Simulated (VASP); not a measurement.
A convergence study with VASP on SrO (rock salt): one setting is varied, all else stays as given below, so the limit is that of these other settings.

```yaml
crystal:
  lattice:
    - [0.00000, 2.58000, 2.58000]
    - [2.58000, 0.00000, 2.58000]
    - [2.58000, 2.58000, 0.00000]
  atoms:
    - { symbol: Sr, position: [0.00000, 0.00000, 0.00000] }
    - { symbol: O, position: [0.50000, 0.50000, 0.50000] }
```

Level of theory: PBE GGA, VASP's PBE PAW potentials (set 64) (plane waves; VASP). The tightest run used: 700 eV cut-off, 18×18×18 Γ-centred mesh, tetrahedra with Blöchl corrections, potentials Sr_sv O.

Gaps are read on the run's mesh, which can miss a band edge.

Question: The settings run are 3×3×3 mesh; 4×4×4 mesh; 5×5×5 mesh; 6×6×6 mesh; 7×7×7 mesh; 8×8×8 mesh; 9×9×9 mesh; 10×10×10 mesh; 11×11×11 mesh; 12×12×12 mesh; 13×13×13 mesh; 14×14×14 mesh; 15×15×15 mesh; 16×16×16 mesh; 17×17×17 mesh; 18×18×18 mesh. From which on does the energy per atom stay within 0.002 eV/atom of the tightest run?

Answer: From 4×4×4 mesh on: it is off by 0.0017 there and by no more than 0.002 in any finer run, while 3×3×3 mesh is off by 0.0122.
```tsv
setting	E (eV/atom)	pressure (GPa)	gap on the mesh (eV)	irreducible k-points	difference judged (eV/atom)
3×3×3 mesh	-6.0141	2.39	3.749	4	0.0122
4×4×4 mesh	-6.0246	2.27	3.267	8	0.0017
5×5×5 mesh	-6.0260	2.24	3.457	10	0.0003
6×6×6 mesh	-6.0262	2.24	3.273	16	0.0000
7×7×7 mesh	-6.0263	2.24	3.368	20	0.0000
8×8×8 mesh	-6.0262	2.24	3.273	29	0.0000
9×9×9 mesh	-6.0263	2.24	3.331	35	0.0000
10×10×10 mesh	-6.0263	2.24	3.273	47	0.0000
11×11×11 mesh	-6.0263	2.24	3.312	56	0.0000
12×12×12 mesh	-6.0263	2.24	3.273	72	0.0000
13×13×13 mesh	-6.0263	2.24	3.301	84	0.0000
14×14×14 mesh	-6.0263	2.24	3.273	104	0.0000
15×15×15 mesh	-6.0263	2.24	3.294	120	0.0000
16×16×16 mesh	-6.0263	2.24	3.273	145	0.0000
17×17×17 mesh	-6.0263	2.24	3.290	165	0.0000
18×18×18 mesh	-6.0263	2.24	3.273	195	0.0000
```

Left out are rungs that failed or repeat a setting and relaxations that didn't move; long series are thinned to 24 rows.

The compound is SrO in the rock salt structure. The cell was not relaxed at this level.
